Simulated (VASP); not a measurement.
Consider the following.

```
CELL_PARAMETERS angstrom
     -0.00240     5.94416     5.94977
      5.94416    -0.00240     5.94977
      2.97088     2.97088     0.00000
ATOMIC_POSITIONS crystal
  Ga 0.99915 0.99915 0.00169
  Ga 0.97709 0.50900 0.01391
  Ga 0.50900 0.97709 0.01391
  Ga 0.51370 0.51370 0.97259
  Sb 0.12609 0.12609 0.24783
  Sb 0.12555 0.62398 0.25047
  Sb 0.62398 0.12555 0.25047
  P  0.62543 0.62543 0.24913
```

Level of theory: PBEsol GGA, VASP's PBE PAW potentials (set 64) (plane waves; VASP). Settings: 400 eV cut-off, 4×4×7 Γ-centred mesh, tetrahedra with Blöchl corrections, potentials Ga_d Sb P.

**Question.** Estimate the energy per atom (σ→0).

**Answer.** 
```yaml
energy per atom (σ→0): -4.240 eV/atom
```

Total energies compare only between runs with the same potentials, cut-off and functional.

The structure was generated: Ga4PSb3 was put into an ordered model structure (Amm2), which need not be its known phase. It was relaxed first.
